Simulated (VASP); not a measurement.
The system is Ca2ZrN2.

```
Ca Zr N
1.0
     3.37613    0.00000    0.00000
    -1.68806    2.92381    0.00000
     0.00000    0.00000    8.50100
Ca Zr N
2 1 2
Direct
  0.66667 0.33333 0.31326
  0.33333 0.66667 0.68674
  0.00000 0.00000 0.00000
  0.66667 0.33333 0.85625
  0.33333 0.66667 0.14375
```

The cell was built by a generator and needn't be a form met in nature.

* Program: VASP 6.6.1
* Task: relaxation of cell and atoms
* Functional: PBE
* Potentials or basis: VASP PAW PBE potentials, release 64 (Ca_sv, Zr_sv, N)
* Cutoff: 520 eV
* k mesh: 10 × 10 × 4
* Occupations: gaussian, width 0.1 eV
* Spin: no spin polarisation

At the start: pressure 2.4 GPa; volume 16.78 Å³/atom.

Where does the relaxation end?

Over 11 steps the energy falls by 18.0 meV/atom and the volume is 17.46 Å³/atom (+4.1 %); space group P-3m1 (No. 164, to 0.05 Å).

The path:
| step | energy change (eV) | largest force (eV/Å) | pressure (GPa) | volume (Å³) |
| --- | --- | --- | --- | --- |
| 1 | 0.0000 | 0.1809 | 2.41 | 83.91 |
| 2 | -0.0502 | 0.4537 | -1.67 | 86.99 |
| 3 | -0.0520 | 0.4105 | -1.06 | 86.50 |
| 4 | -0.0714 | 0.2779 | 0.28 | 85.87 |
| 5 | -0.0729 | 0.2318 | 0.78 | 85.64 |
| 6 | -0.0852 | 0.1039 | 0.43 | 86.39 |
| 7 | -0.0895 | 0.0380 | 0.08 | 87.18 |
| 8 | -0.0899 | 0.0176 | -0.13 | 87.41 |
| 9 | -0.0899 | 0.0192 | -0.12 | 87.40 |
| 10 | -0.0899 | 0.0095 | 0.11 | 87.26 |
| 11 | -0.0899 | 0.0036 | 0.02 | 87.32 |

Final structure:
```
CELL_PARAMETERS angstrom
3.36608 0.00000 0.00000
-1.68304 2.91511 0.00000
0.00000 0.00000 8.89903
ATOMIC_POSITIONS crystal
Ca 0.66667 0.33333 0.30357
Ca 0.33333 0.66667 0.69643
Zr 0.00000 0.00000 0.00000
N 0.66667 0.33333 0.85947
N 0.33333 0.66667 0.14053
```
